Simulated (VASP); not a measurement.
# Na3AlO3 (P-1) in VASP: relaxation of cell and atoms with PBE

Aim: the relaxation of cell and atoms of Na3AlO3 with PBE.

All numbers are computed with VASP 6.6.1; they aren't measurements. Logs are shortened: lines on timing, memory, paths and dates and some standing lists are left out, and cuts for length are marked.

## Step 1: Starting point

The typed cell holds 14 atoms: a = 5.539 Å, b = 5.808 Å, c = 6.640 Å, α = 77.06°, β = 86.37°, γ = 68.74°.

The cell was built by a generator and needn't be a form met in nature.

## Step 2: Relaxation of cell and atoms, PBE

INCAR reads:

```
SYSTEM = Na3AlO3
ALGO = Normal ; EDIFF = 1E-6
EDIFFG = -0.01 ; ENCUT = 520
GGA = PE ; IBRION = 2
ISIF = 3 ; ISMEAR = 0
KPAR = 4 ; LASPH = .TRUE.
LCHARG = .FALSE. ; LREAL = .FALSE.
LWAVE = .FALSE. ; NELM = 120
NSW = 90 ; PREC = Accurate
SIGMA = 0.1
```

KPOINTS reads:

```
k-points
0
G
  4 4 4
  0 0 0
```

POSCAR reads:

```
Na3AlO3
1.0
    5.5389543500      0.0000000000      0.0000000000
    2.1060076900      5.4123172800      0.0000000000
    0.4207741600      1.4316912600      6.4704060400
Na Al O
6 2 6
Direct
    0.0107695000      0.7365956700      0.5483072200
    0.9892305000      0.2634043300      0.4516927800
    0.0157829400      0.2565948400      0.9181172500
    0.9842170600      0.7434051600      0.0818827500
    0.5076271400      0.7925607100      0.3452545100
    0.4923728600      0.2074392900      0.6547454900
    0.5168643100      0.3548125900      0.1796474400
    0.4831356900      0.6451874100      0.8203525600
    0.2797090700      0.4654832500      0.3576713400
    0.7745766200      0.0684570400      0.2698165000
    0.6457679700      0.6048083200      0.0636730300
    0.2254233800      0.9315429600      0.7301835000
    0.7202909300      0.5345167500      0.6423286600
    0.3542320300      0.3951916800      0.9363269700
```

Potentials or basis: VASP PAW PBE potentials, release 64 (Na_pv, Al, O).

Command:

```console
cat potpaw_PBE.64/Na_pv/POTCAR potpaw_PBE.64/Al/POTCAR potpaw_PBE.64/O/POTCAR > POTCAR
mpirun -np 4 vasp_std > vasp.out
```

OUTCAR:

```text
SYSTEM = Na3AlO3
   EDIFF = 1E-6
   EDIFFG = -0.01
   ENCUT = 520
   GGA = PE
   IBRION = 2
   ISIF = 3
   ISMEAR = 0
   LASPH = .TRUE.
   LREAL = .FALSE.
   NELM = 120
   NSW = 90
   PREC = Accurate

 ion  position               nearest neighbor table
   1  0.011  0.737  0.548-   9 2.29  13 2.30
   2  0.989  0.263  0.452-  13 2.29   9 2.30
   3  0.016  0.257  0.918-  14 2.31   8 3.00
   4  0.984  0.743  0.082-  11 2.31   7 3.00
   5  0.508  0.793  0.345-  13 2.28  11 2.32   7 2.97
   6  0.492  0.207  0.655-   9 2.28  14 2.32   8 2.97
   7  0.517  0.355  0.180-   9 1.75  10 1.76  14 1.83  11 1.84   8 2.57   5 2.97   4 3.00
   8  0.483  0.645  0.820-  13 1.75  12 1.76  11 1.83  14 1.84   7 2.57   6 2.97   3 3.00
   9  0.280  0.465  0.358-   7 1.75   6 2.28   1 2.29   2 2.30
  10  0.775  0.068  0.270-   7 1.76
  11  0.646  0.605  0.064-   8 1.83   7 1.84   4 2.31   5 2.32
  12  0.225  0.932  0.730-   8 1.76
  13  0.720  0.535  0.642-   8 1.75   5 2.28   2 2.29   1 2.30
  14  0.354  0.395  0.936-   7 1.83   8 1.84   3 2.31   6 2.32

  LATTYP: Found a triclinic cell.
 ALAT       =     6.4092356104
 B/A-ratio  =     1.8848284767
 C/A-ratio  =     0.9061329722
 COS(alpha) =     0.0251342505
 COS(beta)  =     0.5927442736
 COS(gamma) =     0.6947185091

  Lattice vectors:

 A1 = (   3.4329466600,  -5.4123172800,   0.0000000000)
 A2 = (   9.3926751700,  -3.9806260200,   6.4704060400)
 A3 = (  -2.1060076900,  -5.4123172800,   0.0000000000)

Analysis of symmetry for initial positions (statically):
=====================================================================
 Subroutine PRICEL returns:
 Original cell was already a primitive cell.

 Routine SETGRP: Setting up the symmetry group for a
 triclinic supercell.

 Subroutine GETGRP returns: Found  2 space group operations
 (whereof  2 operations were pure point group operations)
 out of a pool of  2 trial point group operations.

The static configuration has the point symmetry S_2 .

Analysis of symmetry for dynamics (positions and initial velocities):
=====================================================================
 Subroutine PRICEL returns:
 Original cell was already a primitive cell.

 Routine SETGRP: Setting up the symmetry group for a
 triclinic supercell.

 Subroutine GETGRP returns: Found  2 space group operations
 (whereof  2 operations were pure point group operations)
 out of a pool of  2 trial point group operations.

The dynamic configuration has the point symmetry S_2 .

 Subroutine INISYM returns: Found  2 space group operations
 (whereof  2 operations are pure point group operations),
 and found     1 'primitive' translations

----------------------------------------------------------------------------------------

                                     Primitive cell

  volume of cell :     193.9736

  direct lattice vectors                    reciprocal lattice vectors
     5.538954350  0.000000000  0.000000000     0.180539491 -0.070250419  0.003803557
     2.106007690  5.412317280  0.000000000     0.000000000  0.184763743 -0.040882231
     0.420774160  1.431691260  6.470406040     0.000000000  0.000000000  0.154549806

  length of vectors
     5.538954350  5.807619713  6.640251884     0.193762990  0.189232655  0.154549806

  position of ions in fractional coordinates (direct lattice)
     0.010769500  0.736595670  0.548307220
     0.989230500  0.263404330  0.451692780
     0.015782940  0.256594840  0.918117250
     0.984217060  0.743405160  0.081882750
     0.507627140  0.792560710  0.345254510
     0.492372860  0.207439290  0.654745490
     0.516864310  0.354812590  0.179647440
     0.483135690  0.645187410  0.820352560
     0.279709070  0.465483250  0.357671340
     0.774576620  0.068457040  0.269816500
     0.645767970  0.604808320  0.063673030
     0.225423380  0.931542960  0.730183500
     0.720290930  0.534516750  0.642328660
     0.354232030  0.395191680  0.936326970

  ion indices of the primitive-cell ions
   primitive index   ion index
                 1           1
                 2           2
                 3           3
                 4           4
[... 29 lines left out ...]
  Shift w.r.t. Gamma in fractional coordinates (k-lattice)
     0.000000000  0.000000000  0.000000000

 Subroutine IBZKPT returns following result:
 ===========================================

 Found     36 irreducible k-points:

 Following reciprocal coordinates:
            Coordinates               Weight
  0.000000  0.000000  0.000000      1.000000
  0.250000 -0.000000  0.000000      2.000000
  0.500000 -0.000000  0.000000      1.000000
  0.000000  0.250000 -0.000000      2.000000
  0.250000  0.250000  0.000000      2.000000
  0.500000  0.250000  0.000000      2.000000
[... 16 lines left out ...]
  0.000000 -0.250000  0.250000      2.000000
  0.250000 -0.250000  0.250000      2.000000
 [... further k-points ...]
   k-points           NKPTS =     36   k-points in BZ     NKDIM =     36   number of bands    NBANDS=     50
   number of dos      NEDOS =    301   number of ions     NIONS =     14
   total plane-waves  NPLWV = 100800
   dimension x,y,z NGX =    42 NGY =   48 NGZ =   50
   dimension x,y,z NGXF=    84 NGYF=   96 NGZF=  100
   ions per type =               6   2   6
   NGX,Y,Z   is equivalent  to a cutoff of  12.61, 13.74, 12.52 a.u.
   NGXF,Y,Z  is equivalent  to a cutoff of  25.21, 27.48, 25.04 a.u.
 SYSTEM =  Na3AlO3
   PREC   = accura    normal or accurate (medium, high low for compatibility)
   ISTART =      0    job   : 0-new  1-cont  2-samecut
   ICHARG =      2    charge: 1-file 2-atom 10-const
   ISPIN  =      1    spin polarized calculation?
   LNONCOLLINEAR =      F non collinear calculations
   LSORBIT =      F    spin-orbit coupling
   LASPH  =      T    aspherical Exc in radial PAW
   ENCUT  =  520.0 eV  38.22 Ry    6.18 a.u.  10.30 10.80 12.35*2*pi/ulx,y,z
   NELM   =    120;   NELMIN=  2; NELMDL= -5     # of ELM steps
   EDIFF  = 0.1E-05   stopping-criterion for ELM
   LREAL  =      F    real-space projection
   EDIFFG = -.1E-01   stopping-criterion for IOM
   NSW    =     90    number of steps for IOM
   IBRION =      2    ionic relax: 0-MD 1-quasi-New 2-CG
   NFREE  =      1    steps in history (QN), initial steepest desc. (CG)
   ISIF   =      3    stress and relaxation
   ISYM   =      2    0-nonsym 1-usesym 2-fastsym
   POTIM  = 0.5000    time-step for ionic-motion
   TEBEG  =    0.0;   TEEND  =   0.0 temperature during run
   PSTRESS=    0.0 pullay stress
   NELECT =      84.0000    total number of electrons
   NUPDOWN=      -1.0000    fix difference up-down
   EMIN   =  10.00;   EMAX   =-10.00  energy-range for DOS
   EFERMI =   0.00;   METHOD = LEGACY
   ISMEAR =     0;   SIGMA  =   0.10  broadening in eV -4-tet -1-fermi 0-gaus
   EFERMI_NEDOS =   21; number of points for ismear=-14 and -15
   IALGO  =     38    algorithm
   IMIX   =      4    mixing-type and parameters
     AMIX     =   0.40;   BMIX     =  1.00
     AMIX_MAG =   1.60;   BMIX_MAG =  1.00
  volume/ion in A,a.u.               =      13.86        93.50
  Fermi-wavevector in a.u.,A,eV,Ry     =   1.238570  2.340557 20.872079  1.534055
  Thomas-Fermi vector in A             =   2.373089
   LORBIT       =      0    0 simple, 1 ext, 2 COOP (PROOUT), +10 PAW based schemes
   GGA     = PE    functional components
   LHFCALC =     F    Hartree Fock is set to
   AEXX    =    0.0000 exact exchange contribution
   IVDW    =     0    specifies the selected vdW correction
   LEPSILON=     F    determine dielectric tensor
   LRPA    =     F    only Hartree local field effects (RPA)
 conjugate gradient relaxation of ions
 non-spin polarized calculation
 Gauss-broadening in eV      SIGMA  =   0.10
  energy-cutoff  :      520.00
  volume of cell :      193.97
 maximum number of plane-waves:      5244
 NGX is ok and might be reduce to    42
   NGX = 21   NGY = 21   NGZ = 25

--------------------------------------- Ionic step        1  -------------------------------------------

 number of electron      84.0000003 magnetization

 Free energy of the ion-electron system (eV)
  ---------------------------------------------------
  ext. energy  EPLUGINS =         0.00000000
  ---------------------------------------------------
  free energy    TOTEN  =       -73.23323791 eV

  energy without entropy =      -73.23323791  energy(sigma->0) =      -73.23323791

------------------------ aborting loop because EDIFF is reached ----------------------------------------

  FORCE on cell =-STRESS in cart. coord.  units (eV):
  Direction    XX          YY          ZZ          XY          YZ          ZX
  --------------------------------------------------------------------------------------
  -------------------------------------------------------------------------------------
  Total        0.2757521      0.5949479      0.7644184      0.1289230     -0.5337181     -0.2412373
  in kB        2.2776491      4.9141338      6.3139206      1.0648742     -4.4083897     -1.9925649
  external PRESSURE =       4.5019012 kB  Pullay stress =       0.0000000 kB
[... 125 lines left out ...]
  FREE ENERGIE OF THE ION-ELECTRON SYSTEM (eV)
  ---------------------------------------------------
  free  energy   TOTEN  =       -73.2385899434 eV

  energy  without entropy=      -73.2385899434  energy(sigma->0) =      -73.23858994

[... ionic steps 4 to 38 ...]

--------------------------------------- Ionic step       39  -------------------------------------------

 number of electron      84.0000004 magnetization

------------------------ aborting loop because EDIFF is reached ----------------------------------------
[... 91 lines left out ...]
--------------------------------------- Ionic step       41  -------------------------------------------

 number of electron      84.0000004 magnetization

 Free energy of the ion-electron system (eV)
  ---------------------------------------------------
  ext. energy  EPLUGINS =         0.00000000
  ---------------------------------------------------
  free energy    TOTEN  =       -73.25451145 eV

  energy without entropy =      -73.25451145  energy(sigma->0) =      -73.25451145

 E-fermi :   1.4864     XC(G=0):  -8.8620

 val. band max:        0.9770710114   @ k =   0.5000   0.5000   0.0000
 cond. band min:       3.3349005830   @ k =   0.0000   0.0000   0.0000
 fundamental gap:      2.3578295716
 Fermi energy:         1.4863913357

 k-point     1 :       0.0000    0.0000    0.0000
  band No.  band energies     occupation
      1     -20.9548      2.00000
      2     -20.9531      2.00000
      3     -20.8963      2.00000
      4     -20.8830      2.00000
      5     -20.8666      2.00000
      6     -20.8502      2.00000
[... 1261 lines left out ...]
     49       9.0767      0.00000
     50       9.7889      0.00000

 [... further k-points ...]

------------------------ aborting loop because EDIFF is reached ----------------------------------------

  FORCE on cell =-STRESS in cart. coord.  units (eV):
  Direction    XX          YY          ZZ          XY          YZ          ZX
  --------------------------------------------------------------------------------------
  -------------------------------------------------------------------------------------
  Total       -0.0503497     -0.0279498     -0.0240199      0.0134550      0.0172433     -0.0276779
  in kB       -0.4109824     -0.2281421     -0.1960639      0.1098272      0.1407497     -0.2259223
  external PRESSURE =      -0.2783961 kB  Pullay stress =       0.0000000 kB
[... 29 lines left out ...]
  FREE ENERGIE OF THE ION-ELECTRON SYSTEM (eV)
  ---------------------------------------------------
  free  energy   TOTEN  =       -73.2545114509 eV

  energy  without entropy=      -73.2545114509  energy(sigma->0) =      -73.25451145

 reached required accuracy - stopping structural energy minimisation
```

It took 25 min on 4 MPI ranks of Intel Xeon Platinum 8375C at 2.90GHz (Ice Lake), shared host; peak memory 0.49 GiB.

Results:

* Free energy: -73.2545 eV
* Relaxed volume: 14.02 Å³/atom
* Relaxed cell: a = 5.591 Å, b = 5.839 Å, c = 6.614 Å, α = 78.65°, β = 87.28°, γ = 68.06°
* Space group after relaxing (to 0.05 Å): P-1 (No. 2)
* Energy gained by relaxing: 1.5 meV/atom
* Ionic steps: 41
* Pressure after relaxing: 0.0 GPa
* Largest force after relaxing: 0.010 eV/Å
* Band gap on the k mesh: 2.36 eV, indirect (least direct gap 2.51 eV)

Forces on the atoms (eV/Å):
```
Na   0.001  0.002 -0.007
Na  -0.001 -0.002  0.007
Na   0.000  0.005  0.002
Na   0.000 -0.005 -0.002
Na   0.001 -0.006  0.005
Na  -0.001  0.006 -0.005
Al   0.001  0.002  0.002
Al  -0.001 -0.002 -0.002
O    0.001  0.004 -0.003
O   -0.006  0.008  0.000
O    0.004  0.001  0.002
O    0.006 -0.008  0.000
O   -0.001 -0.004  0.003
O   -0.004 -0.001 -0.002
```

The path:
```csv
step,energy change (eV),largest force (eV/Å),pressure (GPa),volume (Å³)
1,0.0000,0.1139,0.45,193.97
3,-0.0054,0.1450,-0.19,195.31
5,-0.0091,0.1187,-0.12,195.70
7,-0.0106,0.0713,0.04,195.56
9,-0.0124,0.0693,-0.01,195.62
11,-0.0140,0.0643,0.01,195.64
13,-0.0149,0.0599,0.08,195.68
15,-0.0169,0.0603,-0.02,196.29
17,-0.0180,0.0624,-0.13,196.39
19,-0.0186,0.0492,0.05,196.14
21,-0.0191,0.0351,0.00,196.20
23,-0.0194,0.0429,-0.01,196.23
25,-0.0198,0.0281,-0.07,196.25
27,-0.0200,0.0264,0.01,196.13
29,-0.0202,0.0223,0.01,196.10
31,-0.0204,0.0265,-0.01,196.22
33,-0.0206,0.0251,-0.06,196.27
35,-0.0207,0.0220,0.01,196.17
37,-0.0209,0.0177,0.04,196.11
39,-0.0211,0.0167,0.01,196.19
41,-0.0213,0.0099,-0.03,196.28
```

Final structure:
```
CELL_PARAMETERS angstrom
5.59042 0.02836 -0.05356
2.15364 5.42698 -0.08602
0.36917 1.35655 6.46282
ATOMIC_POSITIONS crystal
Na 0.01034 0.73573 0.55336
Na 0.98966 0.26427 0.44664
Na 0.02763 0.25759 0.91046
Na 0.97237 0.74241 0.08954
Na 0.50550 0.79299 0.35495
Na 0.49450 0.20701 0.64505
Al 0.51132 0.35693 0.17838
Al 0.48868 0.64307 0.82162
O 0.26994 0.47093 0.35271
O 0.76013 0.06859 0.28095
O 0.64565 0.59814 0.07068
O 0.23987 0.93141 0.71905
O 0.73006 0.52907 0.64729
O 0.35435 0.40186 0.92932
```

A k mesh can miss the band edges. As with any semilocal functional, this PBE gap is likely too small.
